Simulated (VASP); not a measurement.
VASP ran on this input.

INCAR:
```
# general
SYSTEM =CdTe
PREC   =Accurate
ENCUT  =480   # plane-wave cut-off (eV)
LREAL  =F   # projection in real space or not
LASPH  =T

# electronic loop
EDIFF  =1E-7
NELM   =100
ALGO   =Normal
LMAXMIX=4   # l cut-off of mixed one-centre charges
LMIXTAU=T

# smearing
ISMEAR =0   # Gaussian
SIGMA  =0.05

# functional
METAGGA=R2SCAN

# ions
ISIF   =2

# output
LWAVE  =F
LCHARG =F
```

File KPOINTS:
```
Automatic mesh
0
Gamma
 6 6 6
```

POSCAR:
```
CdTe
3.2727630
  0.0000000000   1.0000000324   1.0000000324
  1.0000000324   0.0000000000   1.0000000324
  1.0000000324   1.0000000324   0.0000000000
Cd Te
1 1
Cart
  0.0000000000   0.0000000000   0.0000000000
  0.5000000162   0.5076388217   0.5000000162
```

POTCAR, in this order: Cd Te (PBE.64 set). Program: vasp_std.

**Question.** Translate this r2SCAN calculation to Ansatz.

**Answer.** One equivalent input (not run):
Ansatz 0.2 input:
```yaml
crystal:
  lattice:
    - [0.0000000, 3.2727631, 3.2727631]
    - [3.2727631, 0.0000000, 3.2727631]
    - [3.2727631, 3.2727631, 0.0000000]
  atoms:
    - { symbol: Cd, position: [0.0000000, 0.0000000, 0.0000000] }
    - { symbol: Te, position: [0.2538194, 0.2461806, 0.2538194] }
kpoints:
  mp_grid: { grid: [6, 6, 6] }
hamiltonian:
  xc: r2scan
  pseudopotentials: { kind: paw }
scf:
  occupations: { method: gaussian, width: 0.05 }
  max_iter: 100
output: { forces: true, stress: true, eigenvalues: true }
```
The two are equivalent in intent, not identical: each code has its own PAW files, so the cut-off isn't converted (ENCUT is set for VASP's; basis.ecutwfc is left out, and Ansatz then takes the one that its files recommend); Ansatz stops its SCF on the density residual and VASP on the energy change (EDIFF).

The compound is CdTe in the zinc blende structure. This cell was strained or had an atom moved on purpose.
